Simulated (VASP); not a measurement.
Calculation: PW91 GGA, VASP's PBE PAW potentials (set 64) (plane waves; VASP).

VASP ran on this input.

INCAR:
```
# general
SYSTEM  = CuZn
PREC    = Accurate
ENCUT   = 520
LREAL   = .FALSE.
LASPH   = .TRUE.

# electronic loop
EDIFF   = 1E-7
NELM    = 100
ALGO    = Normal
LMAXMIX = 4

# smearing
ISMEAR  = -5

# functional
GGA     = 91

# ions
ISIF    = 2

# output
LWAVE   = .FALSE.
LCHARG  = .TRUE.
LORBIT  = 11
NEDOS   = 601
```

File KPOINTS:
```
Automatic mesh
0
Gamma
14 14 14
0 0 0
```

POSCAR:
```
CuZn
1
    2.9680760434     0.0000000000    -0.0000000000
    0.0000000000     2.9680760434    -0.0000000000
    0.0000000000     0.0000000000     2.9680760434
Zn Cu
1 1
Direct
  0.5000000000   0.5000000000   0.5000000000
  0.0000000000   0.0000000000   0.0000000000
```

POTCAR, in this order: Zn Cu (PBE.64 set). Program: vasp_std.

The resulting files:

File OUTCAR:
```
 ion  position               nearest neighbor table
   1  0.500  0.500  0.500-   2 2.57   2 2.57   2 2.57   2 2.57   2 2.57   2 2.57   2 2.57   2 2.57
  LATTYP: Found a simple cubic cell.
 ALAT       =     2.9680760434
 Subroutine PRICEL returns:
 Original cell was already a primitive cell.
 Subroutine GETGRP returns: Found 48 space group operations
The static configuration has the point symmetry O_h .
The dynamic configuration has the point symmetry O_h .
 Subroutine INISYM returns: Found 48 space group operations
 Subroutine IBZKPT returns following result:
 Found    120 irreducible k-points:

 Following reciprocal coordinates:
            Coordinates               Weight
  0.000000  0.000000  0.000000      1.000000
  0.071429  0.000000  0.000000      6.000000
  0.142857  0.000000  0.000000      6.000000
  0.214286  0.000000  0.000000      6.000000
  0.285714  0.000000  0.000000      6.000000
  0.357143  0.000000  0.000000      6.000000
  0.428571  0.000000  0.000000      6.000000
  0.500000  0.000000  0.000000      3.000000
  0.071429  0.071429  0.000000     12.000000
  0.142857  0.071429  0.000000     24.000000
  0.214286  0.071429  0.000000     24.000000
  0.285714  0.071429  0.000000     24.000000
  0.357143  0.071429  0.000000     24.000000
  0.428571  0.071429  0.000000     24.000000
  0.500000  0.071429  0.000000     12.000000
  0.142857  0.142857  0.000000     12.000000
  0.214286  0.142857  0.000000     24.000000
  0.285714  0.142857  0.000000     24.000000
  0.357143  0.142857  0.000000     24.000000
  0.428571  0.142857  0.000000     24.000000
  0.500000  0.142857  0.000000     12.000000
  0.214286  0.214286  0.000000     12.000000
  0.285714  0.214286  0.000000     24.000000
  0.357143  0.214286  0.000000     24.000000
  0.428571  0.214286  0.000000     24.000000
  0.500000  0.214286  0.000000     12.000000
  0.285714  0.285714  0.000000     12.000000
  0.357143  0.285714  0.000000     24.000000
  0.428571  0.285714  0.000000     24.000000
  0.500000  0.285714  0.000000     12.000000
  0.357143  0.357143  0.000000     12.000000
  0.428571  0.357143  0.000000     24.000000
  0.500000  0.357143  0.000000     12.000000
  0.428571  0.428571  0.000000     12.000000
  0.500000  0.428571  0.000000     12.000000
  0.500000  0.500000  0.000000      3.000000
  0.071429  0.071429  0.071429      8.000000
  0.142857  0.071429  0.071429     24.000000
  0.214286  0.071429  0.071429     24.000000
  0.285714  0.071429  0.071429     24.000000
   k-points           NKPTS =    120   k-points in BZ     NKDIM =    120   number of bands    NBANDS=     15
   number of dos      NEDOS =    601   number of ions     NIONS =      2
   total plane-waves  NPLWV =  13824
   dimension x,y,z NGX =    24 NGY =   24 NGZ =   24
   dimension x,y,z NGXF=    48 NGYF=   48 NGZF=   48
   ions per type =               1   1
   PREC   = accura    normal or accurate (medium, high low for compatibility)
   ISTART =      0    job   : 0-new  1-cont  2-samecut
   ICHARG =      2    charge: 1-file 2-atom 10-const
   ISPIN  =      1    spin polarized calculation?
   LNONCOLLINEAR =      F non collinear calculations
   LSORBIT =      F    spin-orbit coupling
   INIWAV =      1    electr: 0-lowe 1-rand  2-diag
   ENCUT  =  520.0 eV  38.22 Ry    6.18 a.u.   5.52  5.52  5.52*2*pi/ulx,y,z
   NELM   =    100;   NELMIN=  2; NELMDL= -5     # of ELM steps
   EDIFF  = 0.1E-06   stopping-criterion for ELM
   LREAL  =      F    real-space projection
   NLSPLINE    = F    spline interpolate recip. space projectors
   LMAXMIX     =    4 max onsite mixed and CHGCAR
   VOSKOWN=      0    Vosko Wilk Nusair interpolation
...
```

File OSZICAR:
```
       N       E                     dE             d eps       ncg     rms          rms(c)
DAV:   1     0.111974208458E+03    0.11197E+03   -0.11600E+04  3720   0.251E+03
DAV:   2    -0.295729536341E+01   -0.11493E+03   -0.11225E+03  3600   0.330E+02
DAV:   3    -0.603332525793E+01   -0.30760E+01   -0.30658E+01  4433   0.732E+01
DAV:   4    -0.605470378715E+01   -0.21379E-01   -0.21364E-01  4251   0.538E+00
DAV:   5    -0.605498415390E+01   -0.28037E-03   -0.28035E-03  4695   0.654E-01    0.923E+00
DAV:   6    -0.591642124207E+01    0.13856E+00   -0.16754E+01  3947   0.106E+02    0.594E+00
DAV:   7    -0.501516882069E+01    0.90125E+00   -0.37433E+00  3812   0.978E+01    0.213E+00
DAV:   8    -0.501787329357E+01   -0.27045E-02   -0.18868E-01  4945   0.630E+00    0.122E+00
DAV:   9    -0.500875667610E+01    0.91166E-02   -0.21079E-02  4441   0.373E+00    0.494E-02
DAV:  10    -0.500876273923E+01   -0.60631E-05   -0.53299E-04  5111   0.399E-01    0.256E-02
DAV:  11    -0.500876833326E+01   -0.55940E-05   -0.14103E-05  5337   0.856E-02    0.125E-02
DAV:  12    -0.500876739406E+01    0.93921E-06   -0.10671E-06  5406   0.280E-02    0.209E-03
DAV:  13    -0.500876767698E+01   -0.28292E-06   -0.16664E-07  2766   0.125E-02    0.681E-04
DAV:  14    -0.500876756119E+01    0.11579E-06   -0.29421E-08  2437   0.390E-03    0.907E-05
DAV:  15    -0.500876758206E+01   -0.20873E-07   -0.92294E-09  2227   0.175E-03
   1 F= -.50087676E+01 E0= -.50087676E+01  d E =0.000000E+00
```

OUTCAR:
```
------------------------ aborting loop because EDIFF is reached ----------------------------------------
  FORCE on cell =-STRESS in cart. coord.  units (eV):
  Direction    XX          YY          ZZ          XY          YZ          ZX
  --------------------------------------------------------------------------------------
  Total        0.0282068      0.0282068      0.0282068     -0.0000000      0.0000000      0.0000000
  in kB        1.7283808      1.7283808      1.7283808     -0.0000000      0.0000000      0.0000000
  external PRESSURE =       1.7283808 kB  Pullay stress =       0.0000000 kB
  volume of cell :       26.15
      direct lattice vectors                 reciprocal lattice vectors
     2.968076043  0.000000000  0.000000000     0.336918591  0.000000000  0.000000000
     0.000000000  2.968076043  0.000000000     0.000000000  0.336918591  0.000000000
     0.000000000  0.000000000  2.968076043     0.000000000  0.000000000  0.336918591
 POSITION                                       TOTAL-FORCE (eV/Angst)
 -----------------------------------------------------------------------------------
      1.48404      1.48404      1.48404         0.000000      0.000000      0.000000
      0.00000      0.00000      0.00000         0.000000      0.000000      0.000000
 -----------------------------------------------------------------------------------
    total drift:                                0.000000      0.000000     -0.000000
  FREE ENERGIE OF THE ION-ELECTRON SYSTEM (eV)
  ---------------------------------------------------
  free  energy   TOTEN  =        -5.0087675821 eV

  energy  without entropy=       -5.0087675821  energy(sigma->0) =       -5.00876758

 total charge

# of ion       s       p       d       tot
------------------------------------------
    1        0.580   0.505   9.738  10.823
    2        0.423   0.367   9.186   9.976
--------------------------------------------------
tot          1.003   0.871  18.925  20.799
```
(Selected blocks of OUTCAR.)

For a metal the tetrahedron method with Blöchl corrections gives inexact stress and forces.

The compound is CuZn in the CsCl type structure. It was relaxed first. The electron count is odd and the run is not spin-polarised, which forces a metal.
